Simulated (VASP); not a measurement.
Data:

```
CELL_PARAMETERS angstrom
      0.00000     3.04000     3.04000
      3.04000     0.00000     3.04000
      3.04000     3.04000     0.00000
ATOMIC_POSITIONS crystal
  Sr 0.00000 0.00000 0.00000
```

All values below come from revTPSS meta-GGA, VASP's PBE PAW potentials (set 64) (plane waves; VASP). Run with 520 eV cut-off, 9×9×9 Γ-centred mesh, first-order Methfessel-Paxton smearing of 0.10 eV, potentials Sr_sv.

Energy and stress use the plane-wave basis of the starting cell.

### Question
The ions, cell shape and volume are relaxed. Give the cell that the relaxation ends in.

### Answer

```
CELL_PARAMETERS angstrom
      0.00000     3.00049     3.00049
      3.00049     0.00000     3.00049
      3.00049     3.00049     0.00000
ATOMIC_POSITIONS crystal
  Sr 0.00000 0.00000 0.00000
```
Space group Fm-3m (225), at a tolerance of 0.03 Å.

### Question
How do energy and volume change from the first to the last step?

### Answer
The energy (σ→0) changes by -3.5 meV/atom and the volume by -3.8 %, in 3 ionic steps.

The compound is Sr in the fcc structure. This run relaxes it. Symmetry was kept, so distortions that lower it aren't found.
